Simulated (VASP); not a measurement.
A run of VASP 6.6.1:

The input INCAR:

```
SYSTEM = Mo
PREC     = Accurate       ! precision mode
ENCUT    = 600            ! plane-wave cutoff, eV
EDIFF    = 1E-7           ! SCF threshold, eV
ISMEAR   = 1              ! smearing method
SIGMA    = 0.1            ! smearing width, eV
LREAL    = .FALSE.        ! projectors in reciprocal space
LASPH    = .TRUE.         ! aspherical terms in the spheres
NELM     = 80             ! most SCF steps
ALGO     = Fast           ! electronic algorithm
ISIF     = 2              ! what is computed and relaxed
LWAVE    = .FALSE.        ! write WAVECAR
LCHARG   = .FALSE.        ! write CHGCAR
GGA      = PE             ! functional
IBRION   = 2              ! ionic algorithm
NSW      = 40             ! ionic steps
EDIFFG   = -0.01          ! ionic threshold
```

File KPOINTS:

```
regular mesh
0
G
  16 16 16
  0 0 0
```

File POSCAR:

```
Mo                                      
1.0
   -1.5913621815      1.5913621815      1.5913621815
    1.5913621815     -1.5913621815      1.5913621815
    1.5913621815      1.5913621815     -1.5913621815
  Mo            
     1
Direct
     0.0000000000000000    0.0000000000000000    0.0000000000000000
```

Potentials or basis: VASP PAW PBE potentials, release 64 (Mo_sv).

Command:

```console
$ cat potpaw_PBE.64/Mo_sv/POTCAR > POTCAR
$ mpirun -np 1 vasp_std > vasp.out
```

Hardware: 1 thread of AMD EPYC 7R13 Processor (Zen 3), on a shared host.

Problem. How long does it take, and how much memory?

Solution. It took 27 s on 1 thread of AMD EPYC 7R13 Processor (Zen 3), with other jobs on the host, peak memory 0.13 GiB. Counts: scf iterations 15, k points 145, ion steps 1.
